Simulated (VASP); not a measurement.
VASP ran on this input.

**INCAR**
```
ENCUT = 480   # plane-wave cut-off (eV)
NSW = 40   # most ionic steps
SIGMA = 0.1   # width (eV)
PREC = Accurate
NELM = 100   # most electronic steps
PSTRESS = 20
LASPH = T   # aspherical one-centre terms
EDIFF = 1E-7   # SCF stop (eV)
EDIFFG = -0.01   # ionic stop
ALGO = Normal
LMAXMIX = 4
LWAVE = F
IBRION = 2   # conjugate gradients
LREAL = F   # projection in real space or not
GGA = PS   # PBEsol
ISMEAR = 1   # Methfessel-Paxton
LCHARG = F
ISIF = 3   # ions, shape and volume
SYSTEM = Cr
```

KPOINTS:
```
Automatic mesh
0
Gamma
12 12 12
0 0 0
```

### POSCAR
```
Cr
1
    2.8071659776    -0.0000000000    -0.0000000000
    0.0000000000     2.8071659776     0.0000000000
   -0.0000000000     0.0000000000     2.8071659776
Cr
2
Direct
  0.0000000000   0.0000000000   0.0000000000
  0.5000000000   0.5000000000   0.5000000000
```

POTCAR, in this order: Cr_pv (PBE.64 set). Program: vasp_std.

### Question
Write an equivalent input for Quantum ESPRESSO's pw.x.

### Answer
One equivalent input (not run):
```
&CONTROL
  calculation = 'vc-relax'
  pseudo_dir = './pseudo'
  outdir = './out'
  tprnfor = .true.
  tstress = .true.
  nstep = 40
  forc_conv_thr = 0.00039
/
&SYSTEM
  ibrav = 0
  nat = 2
  ntyp = 1
  ecutwfc = 94
  occupations = 'smearing'
  smearing = 'methfessel-paxton'
  degauss = 0.00735
  input_dft = 'pbesol'
/
&ELECTRONS
  conv_thr = 7.3e-09
  electron_maxstep = 100
/
&IONS
/
&CELL
  press = 20
/
ATOMIC_SPECIES
  Cr 51.996 Cr.upf
CELL_PARAMETERS angstrom
     2.8071660   -0.0000000   -0.0000000
     0.0000000    2.8071660    0.0000000
    -0.0000000    0.0000000    2.8071660
ATOMIC_POSITIONS crystal
  Cr   0.0000000  0.0000000  0.0000000
  Cr   0.5000000  0.5000000  0.5000000
K_POINTS automatic
  12 12 12 0 0 0
```
What does not carry over: the potentials are each code's own (VASP's PAW set, PseudoDojo norm-conserving files in pw.x), so ENCUT and ecutwfc are chosen apart and not converted; conv_thr bounds pw.x's estimated SCF error, while EDIFF bounds the energy change between steps; forc_conv_thr acts on force components and is met together with etot_conv_thr.

The compound is Cr in the bcc, AFM order structure. This run relaxes it under an external pressure of 2 GPa. Symmetry was kept, so distortions that lower it aren't found.
